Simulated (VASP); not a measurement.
Level of theory: PBEsol GGA, VASP's PBE PAW potentials (set 64) (plane waves; VASP).

VASP input:

### KPOINTS
```
Automatic
0
gamma
  12 12 12
```

**POSCAR**
```
Si
1
   -0.0000000000     2.5354687325     2.5354687325
    2.5354687325     0.0000000000     2.5354687325
    2.5354687325     2.5354687325     0.0000000000
Si
2
Direct
  1.0000000000   1.0000000000   1.0000000000
  0.2500000000   0.2500000000   0.2500000000
```

### INCAR
```
# general
SYSTEM   =  Si
PREC     =  Accurate
ENCUT    =  500
LREAL    =  .FALSE.   # projection in real space or not
LASPH    =  .TRUE.

# electronic loop
EDIFF    =  1E-6
NELM     =  100
ALGO     =  Normal

# smearing
ISMEAR   =  1   # Methfessel-Paxton
SIGMA    =  0.1

# functional
GGA      =  PS   # PBEsol

# ions
IBRION   =  2
NSW      =  40
ISIF     =  3
EDIFFG   =  -0.02
PSTRESS  =  300   # kbar

# output
LWAVE    =  .FALSE.
LCHARG   =  .FALSE.
```

POTCAR, in this order: Si (PBE.64 set). Program: vasp_std.

What will the output report for the number of irreducible k-points (NKPTS), largest plane-wave count, number of space-group operations, FFT grid (NGX, NGY, NGZ)?

The number of irreducible k-points (NKPTS) is 72. The largest plane-wave count is 869 and the number of space-group operations is 48. The FFT grid (NGX, NGY, NGZ) is 28 × 28 × 28.

The compound is Si in the diamond structure. It was relaxed first under an external pressure of 30 GPa.
